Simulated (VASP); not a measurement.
Here is the system:

```
PdB
1.0
    0.00000     2.57498     2.57498
    2.57498     0.00000     2.57498
    2.57498     2.57498     0.00000
Pd B
1 1
Direct
  0.00000   0.00000   0.00000
  0.25000   0.25000   0.25000
```

Calculation: PBEsol GGA, VASP's PBE PAW potentials (set 64) (plane waves; VASP). Run with 520 eV cut-off, 11×11×11 Γ-centred mesh, first-order Methfessel-Paxton smearing of 0.10 eV, potentials Pd B.

Energy and stress use the plane-wave basis of the starting cell.

Q: The ions, cell shape and volume are relaxed. What does this cell relax into?

A: 
```
PdB
1.0
    0.00000     2.36711     2.36711
    2.36711     0.00000     2.36711
    2.36711     2.36711     0.00000
Pd B
1 1
Cartesian
  4.73422   4.73422   4.73422
  1.18356   1.18356   1.18356
```
Space group F-43m (216), at a tolerance of 0.03 Å.

Q: How do energy and volume change from the first to the last step?

A: The energy (σ→0) changes by -339.2 meV/atom and the volume by -22.3 %, in 6 ionic steps.

The structure was generated: PdB was put into the zinc blende type (F-43m), which need not be its known phase. This run relaxes it. Symmetry was kept, so distortions that lower it aren't found. The electron count is odd and the run is not spin-polarised, which forces a metal.
